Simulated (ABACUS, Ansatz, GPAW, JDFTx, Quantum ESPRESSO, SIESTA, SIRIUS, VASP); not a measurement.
CdF2: programs and potentials compared

```
Cd F
1.0
     0.00000    2.69400    2.69400
     2.69400    0.00000    2.69400
     2.69400    2.69400    0.00000
Cd F
1 2
Direct
  0.00000 0.00000 0.00000
  0.75000 0.75000 0.75000
  0.25000 0.25000 0.25000
```

Alike in all runs: task single point; functional PBEsol; k mesh 9 × 9 × 9; occupations fermi-dirac, width 0.05 eV; no spin polarisation; no spin-orbit coupling. Pressure is positive in compression and, in plane waves, holds the error of the finite cutoff.

```tsv
program and potentials	plane-wave cutoff (eV)	notes	pressure (GPa)
ABACUS, PseudoDojo NC SR 0.4.1 PBEsol standard, plane waves	1401	11.33 valence electrons an atom on average	-0.36
SIRIUS, PseudoDojo 0.4.1 PBEsol standard (scalar relativistic)	1388	11.33 valence electrons an atom on average	-0.38
SIESTA, files PseudoDojo sr-pbesol-0.4.1-standard, DZP (energy shift 0.003 Ry; two zetas on semicore shells)	-	atomic basis; 11.33 valence electrons an atom on average	0.05
Quantum ESPRESSO, GBRV 1.5 PBEsol	612	8.67 valence electrons an atom on average	0.33
VASP, PBE PAW files Cd, F, 520 eV	520	potentials made for PBE; 8.67 valence electrons an atom on average	0.53
GPAW, PAW data sets generated for this functional	800	8.67 valence electrons an atom on average	-2.11
Ansatz, all-electron LAPW, scalar-relativistic	-	-	-0.24
JDFTx, PseudoDojo-SR-PBEsol-0.4.1-standard with smoothed tails	1388	11.33 valence electrons an atom on average	-0.41
```

The pressure spans -2.11 (GPAW, PAW data sets generated for this functional) to 0.53 GPa (VASP, PBE PAW files Cd, F, 520 eV), with all-electron results at -0.24. The pressure on the cell as given of GPAW, PAW data sets generated for this functional lies far from the others; the cause wasn't traced. Rows in atomic bases carry the error of their basis and grid, which can be large.

Differences between rows come from potentials, basis sets and numerical settings, since the functional is the same but for its coding. Runs on potential files found faulty are left out.
